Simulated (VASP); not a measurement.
Input for VASP

File KPOINTS:
```
Automatic mesh
0
Gamma
7 7 6
0 0 0
```

POSCAR:
```
AsPt
1
   -1.7320000000     2.9999110000     0.0000000000
    3.4639990000     0.0000000000     0.0000000000
    0.0000000000     0.0000000000     3.3806920000
Pt As
1 1
Direct
  0.0000000000   0.0000000000   0.0000000000
  0.3333330000   0.6666670000   0.5000000000
```

**INCAR**
```
SYSTEM = AsPt
PREC = Accurate
ENCUT = 400
EDIFF = 1E-6
NELM = 100
ALGO = Normal
LREAL = .FALSE.
LASPH = .TRUE.
ISMEAR = 0
SIGMA = 0.05
GGA = PE
LMAXMIX = 6
LWAVE = .FALSE.
LCHARG = .FALSE.
ISIF = 2
```

POTCAR, in this order: Pt As (PBE.64 set). Program: vasp_std.

Output

standard output:
```
 -----------------------------------------------------------------------------
|                                                                             |
|     EEEEEEE  RRRRRR   RRRRRR   OOOOOOO  RRRRRR      ###     ###     ###     |
|     E        R     R  R     R  O     O  R     R     ###     ###     ###     |
|     E        R     R  R     R  O     O  R     R     ###     ###     ###     |
|     EEEEE    RRRRRR   RRRRRR   O     O  RRRRRR       #       #       #      |
|     E        R   R    R   R    O     O  R   R                               |
|     E        R    R   R    R   O     O  R    R      ###     ###     ###     |
|     EEEEEEE  R     R  R     R  OOOOOOO  R     R     ###     ###     ###     |
|                                                                             |
|     ERROR: the triple product of the basis vectors is negative exchange     |
|     two basis vectors                                                       |
|                                                                             |
|       ---->  I REFUSE TO CONTINUE WITH THIS SICK JOB ... BYE!!! <----       |
|                                                                             |
 -----------------------------------------------------------------------------
```

Read input and log: which fault does this run have?
A. the tetrahedron method needs a mesh, and KPOINTS holds a single point
B. the lattice vectors form a left-handed set
C. LEPSILON was set with a meta-GGA
D. LDA potentials were taken and GGA is not set, so the run is LDA and not PBE

B, the lattice vectors form a left-handed set. VASP stops with an error: ERROR: the triple product of the basis vectors is negative exchange two basis vectors ----> I REFUSE TO CONTINUE WITH THIS SICK JOB ... BYE!!! <----

To mend it, correct POSCAR.
File POSCAR:
```
AsPt
1
    3.4639990000     0.0000000000     0.0000000000
   -1.7320000000     2.9999110000     0.0000000000
    0.0000000000     0.0000000000     3.3806920000
Pt As
1 1
Direct
  0.0000000000   0.0000000000   0.0000000000
  0.6666670000   0.3333330000   0.5000000000
```
The mended run (PBE GGA, plane waves, VASP's PBE PAW potentials (set 64)) converges, and its OSZICAR ends with
```
   1 F= -.10708010E+02 E0= -.10707459E+02  d E =-.110142E-02
```

The structure was generated: AsPt was put into the WC type (P-6m2), which need not be its known phase. The cell was not relaxed at this level.
